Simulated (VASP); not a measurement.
# SmAg: fixed spin moments, part 2 of 2

What does it cost to change the moment of SmAg? The start is a cell from a database of measured crystal structures.

VASP 6.6.1, plane waves and PAW; the level of theory is named at each step.

Still holding for the runs below: The cell holds one magnetic atom, so no antiferromagnetic order fits into it. The k-mesh is coarse for a metal. Without U or exact exchange the f electrons of Sm come out too delocalised, which can shrink the cell and pin f bands at the Fermi level.

So far. Step 3 (Fixed spin moment, fixed moment 0): Energy at zero smearing: -9.36376 eV.

### Step 4. Fixed spin moment, fixed moment 1.27

Level of this step: PBEsol, spin-polarised, total moment fixed; plane waves and PAW (Sm, Ag) (VASP).

Contents of INCAR:

```
SYSTEM = SmAg
PREC = Accurate
ENCUT = 410
EDIFF = 1E-06
NELM = 150
ISMEAR = 0
SIGMA = 0.05
LREAL = .FALSE.
ALGO = Normal
GGA = PS
NBANDS = 21
ISPIN = 2
MAGMOM = 1.27 0
LMAXMIX = 6
AMIX = 0.2
BMIX = 1E-04
AMIX_MAG = 0.8
BMIX_MAG = 1E-04
LORBIT = 11
LWAVE = .FALSE.
LCHARG = .FALSE.
KPAR = 2
NUPDOWN = 1.27
```

Contents of POSCAR:

```
SmAg
1.0
    3.6730000000      0.0000000000      0.0000000000
    0.0000000000      3.6730000000      0.0000000000
    0.0000000000      0.0000000000      3.6730000000
Sm Ag
1 1
Direct
    0.5000000000      0.5000000000      0.5000000000
    0.0000000000      0.0000000000      0.0000000000
```

Contents of KPOINTS:

```
Automatic mesh
0
Gamma
7 7 7
0 0 0
```

The projector-augmented-wave data sets are Sm and Ag (PBE family, release 64).

On the command line:

```bash
$ mpirun -np 2 vasp_std
```

Log:

```text
[... set-up lines as in an earlier step ...]
 entering main loop
       N       E                     dE             d eps       ncg     rms          rms(c)
DAV:   1     0.143634197329E+03    0.14363E+03   -0.92714E+03  2269   0.403E+03
DAV:   2     0.938795767613E+01   -0.13425E+03   -0.12056E+03  2281   0.342E+02
DAV:   3    -0.818283514244E+01   -0.17571E+02   -0.16628E+02  2793   0.112E+02
DAV:   4    -0.970877647227E+01   -0.15259E+01   -0.13942E+01  3134   0.247E+01
DAV:   5    -0.982217390651E+01   -0.11340E+00   -0.11013E+00  2837   0.653E+00    0.318E+01
DAV:   6    -0.106126830858E+02   -0.79051E+00   -0.23596E+01  2291   0.614E+01    0.283E+01
DAV:   7    -0.934328789859E+01    0.12694E+01   -0.45060E+00  2253   0.659E+01    0.257E+01
DAV:   8    -0.966185666358E+01   -0.31857E+00   -0.62624E+00  2540   0.262E+01    0.960E+00
DAV:   9    -0.968832775265E+01   -0.26471E-01   -0.75841E-01  2446   0.148E+01    0.790E+00
DAV:  10    -0.973317636254E+01   -0.44849E-01   -0.21791E-01  3048   0.447E+00    0.768E+00
DAV:  11    -0.971580494680E+01    0.17371E-01   -0.47959E-01  2454   0.845E+00    0.280E+00
DAV:  12    -0.970442861556E+01    0.11376E-01   -0.96958E-03  2931   0.848E-01    0.258E+00
DAV:  13    -0.971019732282E+01   -0.57687E-02   -0.41746E-03  2553   0.108E+00    0.201E+00
DAV:  14    -0.971464907074E+01   -0.44517E-02   -0.12391E-02  2363   0.158E+00    0.750E-01
DAV:  15    -0.971523543159E+01   -0.58636E-03   -0.18149E-03  2957   0.389E-01    0.609E-01
DAV:  16    -0.971613888796E+01   -0.90346E-03   -0.59756E-04  2828   0.272E-01    0.243E-01
DAV:  17    -0.971624937913E+01   -0.11049E-03   -0.17401E-04  2930   0.150E-01    0.120E-01
DAV:  18    -0.971623534889E+01    0.14030E-04   -0.54602E-05  2725   0.992E-02    0.774E-02
DAV:  19    -0.971625645128E+01   -0.21102E-04   -0.90664E-05  2353   0.131E-01    0.479E-02
DAV:  20    -0.971625821009E+01   -0.17588E-05   -0.15718E-05  2734   0.458E-02    0.188E-02
DAV:  21    -0.971625834214E+01   -0.13205E-06   -0.61350E-07  1239   0.897E-03
   1 F= -.97162583E+01 E0= -.97045811E+01  d E =-.233544E-01  mag=     1.2700
```

Wall time 25 s (2 MPI ranks of AMD EPYC 7R43, shared host); peak memory 0.26 GiB.

OUTCAR, selected parts (step 4):

```text
The static configuration has the point symmetry O_h .

 Found     20 irreducible k-points:

   NELECT =      27.0000    total number of electrons

 E-fermi :   5.7056

 spin component 1
 k-point     1 :       0.0000    0.0000    0.0000
  band No.  band energies     occupation
    ...
     10       0.4855      1.00000
     11       4.3885      1.00000
     12       4.4732      0.99996
     13       4.4732      0.99996
     14       4.4732      0.99996
     15       5.2231      0.00000
     16       5.2231      0.00000
     17       5.2231      0.00000
     18       6.0164      0.00000
     19       6.0164      0.00000
    ...

 k-point     2 :       0.1429    0.0000    0.0000
  band No.  band energies     occupation
    ...
     10       0.4942      1.00000
     11       4.3977      1.00000
     12       4.4372      1.00000
     13       4.4907      0.99973
     14       4.4907      0.99973
     15       5.2241      0.00000
     16       5.2381      0.00000
     17       5.2381      0.00000
     18       5.9627      0.00000
     19       6.0600      0.00000
    ...

 k-point     3 :       0.2857    0.0000    0.0000
  band No.  band energies     occupation
    ...
     10       0.7578      1.00000
     11       4.3553      1.00000
     12       4.4190      1.00000
     13       4.5383      0.98248
     14       4.5383      0.98248
     15       5.2285      0.00000
     16       5.2739      0.00000
     17       5.2739      0.00000
     18       5.5302      0.00000
     19       5.8337      0.00000
    ...

 k-point     4 :       0.4286    0.0000    0.0000
  band No.  band energies     occupation
    ...
     11       3.7592      1.00000
     12       4.4368      1.00000
     13       4.5879      0.76005
     14       4.5879      0.76005
     15       4.5937      0.70604
     16       5.2353      0.00000
     17       5.3062      0.00000
     18       5.3062      0.00000
     19       5.7201      0.00000
     20       7.2991      0.00000
    ...

  Total       -0.1037791     -0.1037791     -0.1037791      0.0000000      0.0000000     -0.0000000
  in kB       -3.3555034     -3.3555034     -3.3555034      0.0000000      0.0000000     -0.0000000
  external PRESSURE =      -3.3555034 kB  Pullay stress =       0.0000000 kB

  FREE ENERGIE OF THE ION-ELECTRON SYSTEM (eV)
  ---------------------------------------------------
  free  energy   TOTEN  =        -9.7162583421 eV

  energy  without entropy=       -9.6929039030  energy(sigma->0) =       -9.70458112

 total charge
# of ion       s       p       d       f       tot
--------------------------------------------------
    1        2.045   5.573   0.443   5.383  13.444
    2        0.580   0.262   9.068   0.000   9.910
--------------------------------------------------
tot          2.625   5.835   9.511   5.383  23.353

 magnetization (x)
# of ion       s       p       d       f       tot
--------------------------------------------------
    1       -0.014  -0.049  -0.131   2.056   1.862
    2       -0.013  -0.106  -0.038   0.000  -0.157
--------------------------------------------------
tot         -0.027  -0.155  -0.169   2.056   1.706

[... 9 parts as in an earlier step ...]

[... 9 further parts left out ...]
```

This step gave:

```
electronic cycles                                 : 21
free energy (TOTEN)                               : -9.716 eV
energy at zero smearing                           : -9.705 eV
moment of the cell, from the last line of the log : 1.27 μB
```

Spin moment in the PAW sphere by atom:

| atom | spin moment in the PAW sphere (μB) |
| --- | --- |
| Sm1 | 1.86 |
| Ag2 | -0.16 |

Energy at zero smearing: -9.70458 eV.

The run ends at a pressure of -0.34 GPa.

### Step 5. Fixed spin moment, fixed moment 2.54

Changes to INCAR since step 4:

```diff
@@ -12,3 +12,3 @@
 ISPIN = 2
-MAGMOM = 1.27 0
+MAGMOM = 2.54 0
 LMAXMIX = 6
@@ -22,2 +22,2 @@
 KPAR = 2
-NUPDOWN = 1.27
+NUPDOWN = 2.54
```

POSCAR is that of step 4.

KPOINTS is that of step 4.

On the command line:

```bash
$ mpirun -np 2 vasp_std
```

Log:

```text
[... set-up lines as in an earlier step ...]
 entering main loop
       N       E                     dE             d eps       ncg     rms          rms(c)
DAV:   1     0.144277041766E+03    0.14428E+03   -0.92669E+03  2269   0.404E+03
DAV:   2     0.901416644016E+01   -0.13526E+03   -0.12166E+03  2292   0.346E+02
DAV:   3    -0.856981143962E+01   -0.17584E+02   -0.16664E+02  2757   0.113E+02
DAV:   4    -0.102010857733E+02   -0.16313E+01   -0.15040E+01  3150   0.252E+01
[...]
DAV:  22    -0.106002455600E+02   -0.10274E-05   -0.19096E-06  1068   0.154E-02    0.225E-02
DAV:  23    -0.106002466558E+02   -0.10958E-05   -0.57613E-06  1678   0.265E-02    0.131E-02
DAV:  24    -0.106002469285E+02   -0.27273E-06   -0.10836E-06  1085   0.107E-02
   1 F= -.10600247E+02 E0= -.10582865E+02  d E =-.347642E-01  mag=     2.5400
```

Elapsed: 26 s, on 2 MPI ranks; peak memory 0.28 GiB; 50 s of CPU time.

From OUTCAR (step 5):

```text
  Total       -0.0440450     -0.0440450     -0.0440450      0.0000000      0.0000000     -0.0000000
  in kB       -1.4241128     -1.4241128     -1.4241128      0.0000000      0.0000000     -0.0000000
  external PRESSURE =      -1.4241128 kB  Pullay stress =       0.0000000 kB

  FREE ENERGIE OF THE ION-ELECTRON SYSTEM (eV)
  ---------------------------------------------------
  free  energy   TOTEN  =       -10.6002469285 eV

  energy  without entropy=      -10.5654827303  energy(sigma->0) =      -10.58286483

 magnetization (x)
# of ion       s       p       d       f       tot
--------------------------------------------------
    1       -0.030  -0.098  -0.321   4.105   3.657
    2       -0.033  -0.168  -0.069   0.000  -0.271
--------------------------------------------------
tot         -0.063  -0.265  -0.390   4.105   3.386

[... 3 parts as in an earlier step ...]

[... 1 further part left out ...]
[key lines of the parts left out:]
E-fermi :   5.8657
```

Energy at zero smearing: -10.58286 eV.

The run ends at a pressure of -0.14 GPa.

### Step 6. Fixed spin moment, fixed moment 3.81

Changes to INCAR since step 5:

```diff
@@ -12,3 +12,3 @@
 ISPIN = 2
-MAGMOM = 2.54 0
+MAGMOM = 3.81 0
 LMAXMIX = 6
@@ -22,2 +22,2 @@
 KPAR = 2
-NUPDOWN = 2.54
+NUPDOWN = 3.81
```

POSCAR is that of step 5.

KPOINTS is that of step 5.

On the command line:

```bash
$ mpirun -np 2 vasp_std
```

Log:

```text
[... set-up lines as in an earlier step ...]
 entering main loop
       N       E                     dE             d eps       ncg     rms          rms(c)
DAV:   1     0.145838980484E+03    0.14584E+03   -0.92610E+03  2261   0.405E+03
DAV:   2     0.870089956242E+01   -0.13714E+03   -0.12327E+03  2268   0.355E+02
DAV:   3    -0.929537085775E+01   -0.17996E+02   -0.17120E+02  2786   0.114E+02
DAV:   4    -0.109531207643E+02   -0.16577E+01   -0.15504E+01  3112   0.253E+01
[...]
DAV:  17    -0.121396042744E+02    0.31431E-04   -0.15460E-04  2596   0.269E-01    0.880E-02
DAV:  18    -0.121396104300E+02   -0.61556E-05   -0.34193E-05  2720   0.910E-02    0.424E-02
DAV:  19    -0.121396114050E+02   -0.97503E-06   -0.56922E-06  2333   0.468E-02
   1 F= -.12139611E+02 E0= -.12121744E+02  d E =-.357352E-01  mag=     3.8100
```

Wall time 26 s (2 MPI ranks); peak memory 0.27 GiB.

From OUTCAR (step 6):

```text
  Total        0.2839422      0.2839422      0.2839422      0.0000000      0.0000000      0.0000000
  in kB        9.1807420      9.1807420      9.1807420      0.0000000      0.0000000      0.0000000
  external PRESSURE =       9.1807420 kB  Pullay stress =       0.0000000 kB

  FREE ENERGIE OF THE ION-ELECTRON SYSTEM (eV)
  ---------------------------------------------------
  free  energy   TOTEN  =       -12.1396114050 eV

  energy  without entropy=      -12.1038762019  energy(sigma->0) =      -12.12174380

 magnetization (x)
# of ion       s       p       d       f       tot
--------------------------------------------------
    1       -0.033  -0.117  -0.257   5.178   4.770
    2       -0.034  -0.169  -0.050   0.000  -0.253
--------------------------------------------------
tot         -0.067  -0.286  -0.307   5.178   4.517

[... 3 parts as in an earlier step ...]

[... 1 further part left out ...]
[key lines of the parts left out:]
E-fermi :   5.8909
```

Energy at zero smearing: -12.12174 eV.

The run ends at a pressure of 0.92 GPa.

### Step 7. Fixed spin moment, fixed moment 5.08

Changes to INCAR since step 6:

```diff
@@ -12,3 +12,3 @@
 ISPIN = 2
-MAGMOM = 3.81 0
+MAGMOM = 5.08 0
 LMAXMIX = 6
@@ -22,2 +22,2 @@
 KPAR = 2
-NUPDOWN = 3.81
+NUPDOWN = 5.08
```

POSCAR is that of step 6.

KPOINTS is that of step 6.

On the command line:

```bash
$ mpirun -np 2 vasp_std
```

Log:

```text
[... set-up lines as in an earlier step ...]
 entering main loop
       N       E                     dE             d eps       ncg     rms          rms(c)
DAV:   1     0.147304576041E+03    0.14730E+03   -0.92526E+03  2266   0.408E+03
DAV:   2     0.797699191358E+01   -0.13933E+03   -0.12600E+03  2266   0.367E+02
DAV:   3    -0.999944106217E+01   -0.17976E+02   -0.17237E+02  2806   0.117E+02
DAV:   4    -0.117865736845E+02   -0.17871E+01   -0.16910E+01  3132   0.257E+01
[...]
DAV:  17    -0.131562652054E+02   -0.72945E-05   -0.51328E-06  2274   0.746E-02    0.154E-02
DAV:  18    -0.131562664258E+02   -0.12204E-05   -0.15957E-06  1420   0.318E-02    0.933E-03
DAV:  19    -0.131562659054E+02    0.52049E-06   -0.76767E-07  1174   0.215E-02
   1 F= -.13156266E+02 E0= -.13145782E+02  d E =-.209677E-01  mag=     5.0800
```

It took 26 s on 2 MPI ranks; peak memory 0.27 GiB; 50 s of CPU time.

From OUTCAR (step 7):

```text
  Total        0.0772003      0.0772003      0.0772003      0.0000000      0.0000000      0.0000000
  in kB        2.4961287      2.4961287      2.4961287      0.0000000      0.0000000      0.0000000
  external PRESSURE =       2.4961287 kB  Pullay stress =       0.0000000 kB

  FREE ENERGIE OF THE ION-ELECTRON SYSTEM (eV)
  ---------------------------------------------------
  free  energy   TOTEN  =       -13.1562659054 eV

  energy  without entropy=      -13.1352982309  energy(sigma->0) =      -13.14578207

 magnetization (x)
# of ion       s       p       d       f       tot
--------------------------------------------------
    1       -0.021  -0.091  -0.044   5.404   5.248
    2       -0.021  -0.063  -0.021   0.000  -0.106
--------------------------------------------------
tot         -0.042  -0.154  -0.065   5.404   5.143

[... 3 parts as in an earlier step ...]

[... 1 further part left out ...]
[key lines of the parts left out:]
E-fermi :   5.5552
```

Energy at zero smearing: -13.14578 eV.

The run ends at a pressure of 0.25 GPa.

### Step 8. Fixed spin moment, fixed moment 6.34

Changes to INCAR since step 7:

```diff
@@ -12,3 +12,3 @@
 ISPIN = 2
-MAGMOM = 5.08 0
+MAGMOM = 6.34 0
 LMAXMIX = 6
@@ -22,2 +22,2 @@
 KPAR = 2
-NUPDOWN = 5.08
+NUPDOWN = 6.34
```

POSCAR is that of step 7.

KPOINTS is that of step 7.

On the command line:

```bash
$ mpirun -np 2 vasp_std
```

Log:

```text
[... set-up lines as in an earlier step ...]
 entering main loop
       N       E                     dE             d eps       ncg     rms          rms(c)
DAV:   1     0.149805902722E+03    0.14981E+03   -0.92821E+03  2266   0.409E+03
DAV:   2     0.771498976684E+01   -0.14209E+03   -0.12978E+03  2247   0.379E+02
DAV:   3    -0.103813463320E+02   -0.18096E+02   -0.17527E+02  2816   0.118E+02
DAV:   4    -0.122985427230E+02   -0.19172E+01   -0.18276E+01  3169   0.260E+01
[...]
DAV:  16    -0.133942912531E+02   -0.66868E-05   -0.27533E-06  2406   0.508E-02    0.275E-02
DAV:  17    -0.133942927726E+02   -0.15195E-05   -0.11594E-06  1516   0.298E-02    0.161E-02
DAV:  18    -0.133942919587E+02    0.81386E-06   -0.15017E-06  1574   0.202E-02
   1 F= -.13394292E+02 E0= -.13386107E+02  d E =-.163696E-01  mag=     6.3400
```

Wall time 22 s (2 MPI ranks); peak memory 0.26 GiB; 43 s of CPU time.

From OUTCAR (step 8):

```text
  Total        0.1683220      0.1683220      0.1683220     -0.0000000      0.0000000      0.0000000
  in kB        5.4423761      5.4423761      5.4423761     -0.0000000      0.0000000      0.0000000
  external PRESSURE =       5.4423761 kB  Pullay stress =       0.0000000 kB

  FREE ENERGIE OF THE ION-ELECTRON SYSTEM (eV)
  ---------------------------------------------------
  free  energy   TOTEN  =       -13.3942919587 eV

  energy  without entropy=      -13.3779223841  energy(sigma->0) =      -13.38610717

 magnetization (x)
# of ion       s       p       d       f       tot
--------------------------------------------------
    1       -0.002  -0.064   0.144   5.534   5.612
    2       -0.010   0.084   0.002   0.000   0.076
--------------------------------------------------
tot         -0.012   0.020   0.146   5.534   5.688

[... 3 parts as in an earlier step ...]

[... 1 further part left out ...]
[key lines of the parts left out:]
E-fermi :   4.9859
```

Spin moment in the PAW sphere by atom:

| atom | spin moment in the PAW sphere (μB) |
| --- | --- |
| Sm1 | 5.61 |
| Ag2 | 0.08 |

Energy at zero smearing: -13.38611 eV.

The run ends at a pressure of 0.54 GPa.

### Step 9. Fixed spin moment, fixed moment 7.61

Changes to INCAR since step 8:

```diff
@@ -12,3 +12,3 @@
 ISPIN = 2
-MAGMOM = 6.34 0
+MAGMOM = 7.61 0
 LMAXMIX = 6
@@ -22,2 +22,2 @@
 KPAR = 2
-NUPDOWN = 6.34
+NUPDOWN = 7.61
```

POSCAR is that of step 8.

KPOINTS is that of step 8.

On the command line:

```bash
$ mpirun -np 2 vasp_std
```

Log:

```text
[... set-up lines as in an earlier step ...]
 entering main loop
       N       E                     dE             d eps       ncg     rms          rms(c)
DAV:   1     0.153172506466E+03    0.15317E+03   -0.93600E+03  2266   0.411E+03
DAV:   2     0.831073612341E+01   -0.14486E+03   -0.13391E+03  2262   0.395E+02
DAV:   3    -0.996321216013E+01   -0.18274E+02   -0.17823E+02  2797   0.118E+02
DAV:   4    -0.119635901897E+02   -0.20004E+01   -0.19646E+01  3146   0.263E+01
[...]
DAV:  16    -0.125118832841E+02   -0.28084E-04   -0.28321E-05  2795   0.145E-01    0.367E-02
DAV:  17    -0.125118848931E+02   -0.16090E-05   -0.22594E-06  1995   0.368E-02    0.199E-02
DAV:  18    -0.125118847924E+02    0.10067E-06   -0.72882E-07  1376   0.316E-02
   1 F= -.12511885E+02 E0= -.12503533E+02  d E =-.167037E-01  mag=     7.6100
```

Elapsed: 23 s, on 2 MPI ranks; peak memory 0.27 GiB; 44 s of CPU time.

OUTCAR, selected parts (step 9):

```text
  Total        0.7878646      0.7878646      0.7878646      0.0000000      0.0000000      0.0000000
  in kB       25.4741327     25.4741327     25.4741327      0.0000000      0.0000000      0.0000000
  external PRESSURE =      25.4741327 kB  Pullay stress =       0.0000000 kB

  FREE ENERGIE OF THE ION-ELECTRON SYSTEM (eV)
  ---------------------------------------------------
  free  energy   TOTEN  =       -12.5118847924 eV

  energy  without entropy=      -12.4951810601  energy(sigma->0) =      -12.50353293

 magnetization (x)
# of ion       s       p       d       f       tot
--------------------------------------------------
    1        0.013  -0.036   0.355   5.576   5.907
    2        0.090   0.191   0.039   0.000   0.320
--------------------------------------------------
tot          0.103   0.155   0.395   5.576   6.228

[... 3 parts as in an earlier step ...]

[... 1 further part left out ...]
[key lines of the parts left out:]
E-fermi :   3.1697
```

Energy at zero smearing: -12.50353 eV.

The run ends at a pressure of 2.55 GPa.

### Step 10. Fixed spin moment, fixed moment 8.88

Changes to INCAR since step 9:

```diff
@@ -12,3 +12,3 @@
 ISPIN = 2
-MAGMOM = 7.61 0
+MAGMOM = 8.88 0
 LMAXMIX = 6
@@ -22,2 +22,2 @@
 KPAR = 2
-NUPDOWN = 7.61
+NUPDOWN = 8.88
```

POSCAR is that of step 9.

KPOINTS is that of step 9.

On the command line:

```bash
$ mpirun -np 2 vasp_std
```

Log:

```text
[... set-up lines as in an earlier step ...]
 entering main loop
       N       E                     dE             d eps       ncg     rms          rms(c)
DAV:   1     0.157620677735E+03    0.15762E+03   -0.93802E+03  2271   0.413E+03
DAV:   2     0.101437258182E+02   -0.14748E+03   -0.13886E+03  2290   0.405E+02
DAV:   3    -0.862872799918E+01   -0.18772E+02   -0.18265E+02  2843   0.117E+02
DAV:   4    -0.104649955578E+02   -0.18363E+01   -0.18274E+01  3120   0.257E+01
[...]
DAV:  16    -0.105129853635E+02   -0.10444E-04   -0.24755E-05  3095   0.929E-02    0.507E-02
DAV:  17    -0.105130007078E+02   -0.15344E-04   -0.26167E-05  2623   0.119E-01    0.387E-02
DAV:  18    -0.105130005101E+02    0.19767E-06   -0.87566E-07  1538   0.121E-02
   1 F= -.10513001E+02 E0= -.10504628E+02  d E =-.167452E-01  mag=     8.8800
```

Run time: 22 s. Hardware: 2 MPI ranks; peak memory 0.26 GiB.

OUTCAR, selected parts (step 10):

```text
  Total        1.5143615      1.5143615      1.5143615     -0.0000000     -0.0000000      0.0000000
  in kB       48.9640532     48.9640532     48.9640532     -0.0000000     -0.0000000      0.0000000
  external PRESSURE =      48.9640532 kB  Pullay stress =       0.0000000 kB

  FREE ENERGIE OF THE ION-ELECTRON SYSTEM (eV)
  ---------------------------------------------------
  free  energy   TOTEN  =       -10.5130005101 eV

  energy  without entropy=      -10.4962552624  energy(sigma->0) =      -10.50462789

 magnetization (x)
# of ion       s       p       d       f       tot
--------------------------------------------------
    1        0.029   0.007   0.512   5.608   6.155
    2        0.292   0.270   0.055   0.000   0.617
--------------------------------------------------
tot          0.321   0.277   0.567   5.608   6.772

[... 3 parts as in an earlier step ...]

[... 1 further part left out ...]
[key lines of the parts left out:]
E-fermi :   1.3592
```

Energy at zero smearing: -10.50463 eV.

The run ends at a pressure of 4.90 GPa.

### Step 11. Summary

This step: fixed spin moments, PBEsol; plane waves and PAW (VASP 6.6.1).

No new run; the numbers come from the runs before.

This step gave:

* free moment: 5.922 μB
* magnetic energy: 4045 meV/magnetic atom

The energy above the free run by moment of the cell:

| moment of the cell (μB) | energy above the free run (meV/magnetic atom) |
| --- | --- |
| 0.00 | 4045 |
| 1.27 | 3704 |
| 2.54 | 2825 |
| 3.81 | 1287 |
| 5.08 | 263 |
| 6.34 | 22.2 |
| 7.61 | 905 |
| 8.88 | 2904 |

### Step 12. Results

| Item | Value |
| --- | --- |
| free moment | 5.92 μB |

What this shows: The 4f electrons of Sm run in the valence without U or exact exchange, which tends to pin them at the Fermi level with wrong fillings; moments, orders and energies that hang on them are not reliable. Left free, the cell holds 5.92 μB. Forcing 8.88 μB costs 2904 meV for each atom counted as magnetic, from the free run. The free state lies below the one held at no total moment, by the amount in the table.

[Lines on the potential files, build, host, timing and source positions are cut from VASP's logs without a mark.]

[Logs are printed without paths, hosts, clocks, repeated set-up lines and the standing remarks that a program may print on its own settings, such as how far it seeks lower states.]

[Hosts, paths, dates, database ids (printed as entryN), source tags and the programs' standing remarks are cut or masked in the printed files.]

[In band tables of VASP the shares of atoms and orbitals are scaled to a sum of 1 inside the atoms' spheres.]

[Runs that stopped without an error message from VASP are left out.]
